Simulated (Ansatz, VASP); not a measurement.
# Ge17H12 (Ge wire along [110], 17 atoms a period, H-terminated) in two plane-wave programs, part 3 of 3

Wanted: the spread between two codes on one cell, functional and k mesh. Of the first pair: The structure shown is the start of the Ansatz relaxation below; VASP solves that cell, so the two are compared at the walk's first step.

VASP 6.6.1 and Ansatz 0.2.0.

So far. Step 4 (Differences): The forces differ by 9.7 meV/Å r.m.s., which is 8.1 % of the r.m.s. force of 0.119 eV/Å (both taken over all components).

## Step 6: VASP: single point, PBE, relaxed cell, pair 2

Level of this step: PBE; plane waves and PAW (H, Ge_d) (VASP).

The same cell, functional, mesh and smearing now go to VASP, with its own data sets.

Contents of INCAR:

```
SYSTEM = Ge17H12
PREC = Accurate
ENCUT = 500
EDIFF = 1E-06
NELM = 120
ISMEAR = -1
SIGMA = 0.05
LREAL = .FALSE.
ALGO = Normal
GGA = PE
NBANDS = 148
LORBIT = 11
LWAVE = .FALSE.
LCHARG = .FALSE.
ISIF = 2
LASPH = .TRUE.
GGA_COMPAT = .FALSE.
EFERMI = MIDGAP
KPAR = 4
```

Contents of POSCAR:

```
Ge17H12
1.0
   20.1210000000      0.0000000000      0.0000000000
    0.0000000000     17.4930000000      0.0000000000
    0.0000000000      0.0000000000      4.0896991090
H Ge
12 17
Direct
    0.1717844431      0.4286981389      0.0000000000
    0.4561451790      0.8021935753      0.0000000000
    0.7563081491      0.3128877762      0.0000000000
    0.8296019286      0.5000000000      0.2986318056
    0.3147000865      0.3135859239      0.5000000000
    0.3147000865      0.6864140761      0.5000000000
    0.6150599562      0.1977465145      0.5000000000
    0.6150599562      0.8022534855      0.5000000000
    0.8296019286      0.5000000000      0.7013681944
    0.1717844431      0.5713018611      0.0000000000
    0.4561451790      0.1978064247      0.0000000000
    0.7563081491      0.6871122238      0.0000000000
    0.2174926622      0.5000000000      0.0000000000
    0.4290000261      0.3844208338      0.0000000000
    0.5011099373      0.2702327884      0.0000000000
    0.5002126347      0.5000000000      0.0000000000
    0.7120600787      0.3859000693      0.0000000000
    0.7831300226      0.5000000000      0.0000000000
    0.2863525331      0.5000000000      0.5000000000
    0.3591117542      0.3865349000      0.5000000000
    0.3591117542      0.6134651000      0.5000000000
    0.5700903659      0.2701821954      0.5000000000
    0.5700903659      0.7298178046      0.5000000000
    0.5711893833      0.5000000000      0.5000000000
    0.6422274831      0.3842295555      0.5000000000
    0.6422274831      0.6157704445      0.5000000000
    0.4290000261      0.6155791662      0.0000000000
    0.5011099373      0.7297672116      0.0000000000
    0.7120600787      0.6140999307      0.0000000000
```

Contents of KPOINTS:

```
Automatic mesh
0
Gamma
1 1 20
0 0 0
```

The projector-augmented-wave data sets are H and Ge_d (PBE family, release 64).

On the command line:

```sh
$ mpirun -np 4 vasp_std
```

Numbers of over 12 decimals in the logs are rounded to 6 here.

Output:

```text
[banner, memory and clock lines left out]
running    4 mpi-ranks, on    1 nodes
[...]
[... a notice as in an earlier step ...]

 LDA part: xc-table for (Slater+PW92), standard interpolation
 POSCAR, INCAR and KPOINTS ok, starting setup
[...]
entering main loop
       N       E                     dE             d eps       ncg     rms          rms(c)
DAV:   1     0.271469625719E+04    0.27147E+04   -0.11908E+05  3948   0.254E+03
DAV:   2     0.394889847463E+03   -0.23198E+04   -0.22566E+04  4152   0.633E+02
DAV:   3    -0.759432381102E+02   -0.47083E+03   -0.46106E+03  4604   0.227E+02
DAV:   4    -0.116389882917E+03   -0.40447E+02   -0.40142E+02  3688   0.739E+01
[...]
DAV:  24    -0.114546196059E+03   -0.57681E-05   -0.41576E-07  2360   0.622E-03    0.356E-04
DAV:  25    -0.114546201139E+03   -0.50803E-05   -0.45557E-07  2244   0.608E-03    0.402E-04
DAV:  26    -0.114546201798E+03   -0.65833E-06   -0.15122E-07  2264   0.334E-03
   1 F= -.11454620E+03 E0= -.11454620E+03  d E =-.133192E-06
```

From OUTCAR (step 6):

```text
  Total       -0.7194839     -0.7555930     -0.5625556      0.0000000      0.0000000      0.0000000
  in kB       -0.8008044     -0.8409947     -0.6261391      0.0000000      0.0000000      0.0000000
  external PRESSURE =      -0.7559794 kB  Pullay stress =       0.0000000 kB

 POSITION                                       TOTAL-FORCE (eV/Angst)
 -----------------------------------------------------------------------------------
      3.45647      7.49922      0.00000         0.016170      0.019878      0.000000
      9.17810     14.03277      0.00000         0.015118     -0.019970      0.000000
     15.21768      5.47335      0.00000        -0.010491      0.022586      0.000000
     16.69242      8.74650      1.22131        -0.016708     -0.000000     -0.012651
      6.33208      5.48556      2.04485         0.012817      0.020666      0.000000
      6.33208     12.00744      2.04485         0.012817     -0.020666      0.000000
     12.37562      3.45918      2.04485        -0.014880      0.019684      0.000000
     12.37562     14.03382      2.04485        -0.014880     -0.019684      0.000000
     16.69242      8.74650      2.86838        -0.016708     -0.000000      0.012651
      3.45647      9.99378      0.00000         0.016170     -0.019878      0.000000
      9.17810      3.46023      0.00000         0.015118      0.019970      0.000000
     15.21768     12.01965      0.00000        -0.010491     -0.022586      0.000000
      4.37617      8.74650      0.00000        -0.021375     -0.000000      0.000000
      8.63191      6.72467      0.00000        -0.003880     -0.001562      0.000000
[...]
-----------------------------------------------------------------------------------
    total drift:                               -0.010091      0.000000     -0.000000

  FREE ENERGIE OF THE ION-ELECTRON SYSTEM (eV)
  ---------------------------------------------------
  free  energy   TOTEN  =      -114.5462017975 eV

  energy  without entropy=     -114.5462016643  energy(sigma->0) =     -114.54620173

[... 1 part as in an earlier step ...]

[... 2 further parts left out ...]
[key lines of the parts left out:]
E-fermi :  -1.4857
```

## Step 7: Comparison

What differs besides the data sets and the points named for the pairs above, as far as they apply: the cutoff is 420 eV in Ansatz and 500 eV in VASP; Ansatz's pressure holds a Pulay correction, VASP's none. Total energies have different zeros and are not compared.

Compared:

```tsv
quantity	Ansatz	VASP	difference
pressure (GPa)	0.00	-0.08	+0.07
gap on the k mesh (eV)	1.416	1.421	-0.005
```

At this near-relaxed geometry the largest component of a force difference is 33 meV/Å. A gap on the mesh is an upper bound, since the band edges may lie between its points.

## Step 8: What came out

| Property | Result |
| --- | --- |
| r.m.s. force difference (single point, PBE, start cell, pair 1) | 9.7 meV/Å |
| r.m.s. force difference (single point, PBE, relaxed cell, pair 2) | 13 meV/Å |

The r.m.s. force difference is 13 meV/Å (single point, PBE, relaxed cell, pair 2), beyond the 12 meV/Å picked in this series as the mark of a large difference. What causes the difference of the single point, PBE, relaxed cell, pair 2 pair stays open here. Such differences can come from data sets, numerical settings and the points named under the comparisons, not from the functional's error against experiment.

[Lines on the potential files, build, host, timing and source positions are cut from VASP's logs without a mark.]

[Logs are printed without paths, hosts, clocks, repeated set-up lines and the standing remarks that a program may print on its own settings, such as how far it seeks lower states.]

[Hosts, paths, dates, database ids (printed as entryN), source tags and the programs' standing remarks are cut or masked in the printed files.]
